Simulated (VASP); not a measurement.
# BN (Qingsongite): GW quasiparticle gap, part 3 of 8

Wanted: how far GW moves the Kohn-Sham levels of BN (Qingsongite). The cell is of the zinc-blende type, one of the forms listed for this formula. The start is a cell from a database of measured crystal structures.

VASP 6.6.1, plane waves and PAW; the level of theory is named at each step.

So far, gap on the k-mesh (eV): step 2 (empty bands, functional PBE) 4.46.

### 3. evGW0 (continued)

Level of this step: evGW0 on PBE; plane waves and PAW (N_GW, B_GW) (VASP).

Parts of OUTCAR (step 3):

```text
The static configuration has the point symmetry T_d .

 Found     16 irreducible k-points:

   k-points           NKPTS =     16   k-points in BZ     NKDIM =    216   number of bands    NBANDS=     80

   NELECT =       8.0000    total number of electrons

 E-fermi :   9.6950

 QP shifts <psi_nk| G(iteration)W_0 |psi_nk>: iteration 1
 for sc-GW calculations column KS-energies equals QP-energies in previous step
 and V_xc(KS)=  KS-energies - (<T + V_ion + V_H > + <T+V_H+V_ion>^1  + <V_x>^1)
 k-point   1 :       0.0000    0.0000    0.0000
  band No.  KS-energies  QP-energies   sigma(KS)   V_xc(KS)     V^pw_x(r,r')   Z            occupation Imag(sigma)
      1     -12.7698     -14.8481     -18.1538     -15.4886     -26.4986       0.7798       2.0000       1.4183
      2       7.4659       6.5164     -19.4397     -18.2868     -21.8927       0.8236       2.0000       0.0638
      3       7.4659       6.5164     -19.4397     -18.2868     -21.8927       0.8236       2.0000       0.0638
      4       7.4659       6.5164     -19.4397     -18.2868     -21.8927       0.8236       2.0000       0.0638
      5      16.2837      17.5417     -12.2750     -13.7845      -7.0054       0.8334       0.0000      -0.0825
      6      16.2837      17.5417     -12.2750     -13.7845      -7.0054       0.8334       0.0000      -0.0825
      7      16.2837      17.5417     -12.2750     -13.7845      -7.0054       0.8334       0.0000      -0.0825
      8      17.8070      18.8544     -14.1512     -15.4375      -8.3906       0.8143       0.0000      -0.1007
    ...

 k-point   2 :       0.1667    0.0000    0.0000
  band No.  KS-energies  QP-energies   sigma(KS)   V_xc(KS)     V^pw_x(r,r')   Z            occupation Imag(sigma)
      1     -12.1008     -14.1103     -18.1971     -15.6059     -26.4167       0.7755       2.0000       1.3238
      2       4.4523       3.1963     -18.4908     -16.9468     -21.5032       0.8135       2.0000       0.0768
      3       6.8429       5.8354     -19.1400     -17.9164     -21.6824       0.8234       2.0000       0.0651
      4       6.8429       5.8354     -19.1400     -17.9164     -21.6824       0.8234       2.0000       0.0651
      5      16.8071      17.9228     -12.9529     -14.2998      -7.5898       0.8283       0.0000      -0.0867
      6      17.1956      18.5176     -12.5480     -14.1438      -7.0941       0.8284       0.0000      -0.0876
      7      17.1956      18.5176     -12.5480     -14.1438      -7.0941       0.8284       0.0000      -0.0876
      8      19.7010      21.0324     -14.3764     -16.0297      -8.3037       0.8053       0.0000      -0.1138
    ...

 k-point   3 :       0.3333    0.0000    0.0000
  band No.  KS-energies  QP-energies   sigma(KS)   V_xc(KS)     V^pw_x(r,r')   Z            occupation Imag(sigma)
      1     -10.2379     -12.0948     -18.4689     -16.0532     -26.3290       0.7687       2.0000       1.0559
      2      -0.4052      -2.0134     -17.6296     -15.5821     -21.9185       0.7855       2.0000       0.1402
      3       5.9031       4.8000     -18.8853     -17.5399     -21.6382       0.8199       2.0000       0.0695
      4       5.9031       4.8000     -18.8853     -17.5399     -21.6382       0.8199       2.0000       0.0695
      5      17.3685      18.3868     -13.3200     -14.5551      -7.8382       0.8245       0.0000      -0.0911
      6      18.1189      19.4479     -12.5280     -14.1362      -6.9060       0.8264       0.0000      -0.0939
      7      18.1189      19.4479     -12.5280     -14.1362      -6.9060       0.8264       0.0000      -0.0939
      8      22.0030      23.4218     -13.9643     -15.7573      -7.3245       0.7913       0.0000      -0.1511
    ...

 QP shifts <psi_nk| G(iteration)W_0 |psi_nk>: iteration 2
 k-point   1 :       0.0000    0.0000    0.0000
  band No. old QP-enery  QP-energies   sigma(KS)   T+V_ion+V_H  V^pw_x(r,r')   Z            occupation Imag(sigma)
      1     -14.8481     -15.2340     -18.0631       2.7188     -26.4986       0.7778       2.0000       1.5108
      2       6.5164       6.3894     -19.3899      25.7527     -21.8927       0.8268       2.0000       0.0645
      3       6.5164       6.3894     -19.3899      25.7527     -21.8927       0.8268       2.0000       0.0645
      4       6.5164       6.3894     -19.3899      25.7527     -21.8927       0.8268       2.0000       0.0645
      5      17.5417      17.6942     -12.3441      30.0682      -7.0054       0.8359       0.0000      -0.0848
      6      17.5417      17.6942     -12.3441      30.0682      -7.0054       0.8359       0.0000      -0.0848
      7      17.5417      17.6942     -12.3441      30.0682      -7.0054       0.8359       0.0000      -0.0848
      8      18.8544      19.0164     -14.1916      33.2445      -8.3906       0.8163       0.0000      -0.1015
    ...

 QP shifts <psi_nk| G(iteration)W_0 |psi_nk>: iteration 3
 k-point   1 :       0.0000    0.0000    0.0000
  band No. old QP-enery  QP-energies   sigma(KS)   T+V_ion+V_H  V^pw_x(r,r')   Z            occupation Imag(sigma)
      1     -15.2340     -15.3122     -18.0536       2.7188     -26.4986       0.7762       2.0000       1.5334
      2       6.3894       6.3716     -19.3848      25.7527     -21.8927       0.8275       2.0000       0.0644
      3       6.3894       6.3716     -19.3848      25.7527     -21.8927       0.8275       2.0000       0.0644
      4       6.3894       6.3716     -19.3848      25.7527     -21.8927       0.8275       2.0000       0.0644
      5      17.6942      17.7140     -12.3504      30.0682      -7.0054       0.8363       0.0000      -0.0850
      6      17.6942      17.7140     -12.3504      30.0682      -7.0054       0.8363       0.0000      -0.0850
      7      17.6942      17.7140     -12.3504      30.0682      -7.0054       0.8363       0.0000      -0.0850
      8      19.0164      19.0395     -14.1998      33.2445      -8.3906       0.8171       0.0000      -0.1016
    ...

 QP shifts <psi_nk| G(iteration)W_0 |psi_nk>: iteration 4
 k-point   1 :       0.0000    0.0000    0.0000
  band No. old QP-enery  QP-energies   sigma(KS)   T+V_ion+V_H  V^pw_x(r,r')   Z            occupation Imag(sigma)
      1     -15.3122     -15.3274     -18.0507       2.7188     -26.4986       0.7744       2.0000       1.5396
      2       6.3716       6.3688     -19.3844      25.7527     -21.8927       0.8279       2.0000       0.0644
      3       6.3716       6.3688     -19.3844      25.7527     -21.8927       0.8279       2.0000       0.0644
      4       6.3716       6.3688     -19.3844      25.7527     -21.8927       0.8279       2.0000       0.0644
      5      17.7140      17.7167     -12.3510      30.0682      -7.0054       0.8363       0.0000      -0.0850
      6      17.7140      17.7167     -12.3510      30.0682      -7.0054       0.8363       0.0000      -0.0850
      7      17.7140      17.7167     -12.3510      30.0682      -7.0054       0.8363       0.0000      -0.0850
      8      19.0395      19.0427     -14.2011      33.2445      -8.3906       0.8168       0.0000      -0.1016
    ...

[... 7 parts as in an earlier step ...]

[... 26 further parts left out ...]
```

This step gave:

```yaml
quasiparticle_gap_on_the_mesh: 6.292 eV
smallest_direct_quasiparticle_gap_on_the_mesh: 11.35 eV
gap_of_the_starting_orbitals_on_the_mesh: 4.458 eV
```

QP gap by iteration, by row:

```csv
iteration,gap (eV),direct gap (eV)
1,6.051,11.03
2,6.26,11.3
3,6.288,11.34
4,6.292,11.35
```

GW takes the gap from 4.458 to 6.292 eV. The last pass still moved it by +4 meV. The value holds for 80 bands, ENCUTGW = 200 eV and this mesh, and isn't shown to be converged in them.

(Part 3 of 8 ends here.)

[Lines on the potential files, build, host, timing and source positions are cut from VASP's logs without a mark.]

[Logs are printed without paths, hosts, clocks, repeated set-up lines and the standing remarks that a program may print on its own settings, such as how far it seeks lower states.]

[Hosts, paths, dates, database ids (printed as entryN), source tags and the programs' standing remarks are cut or masked in the printed files.]

[Pressures printed for these runs are not shown converged in the cutoff: they can be off by several GPa and have the wrong sign.]
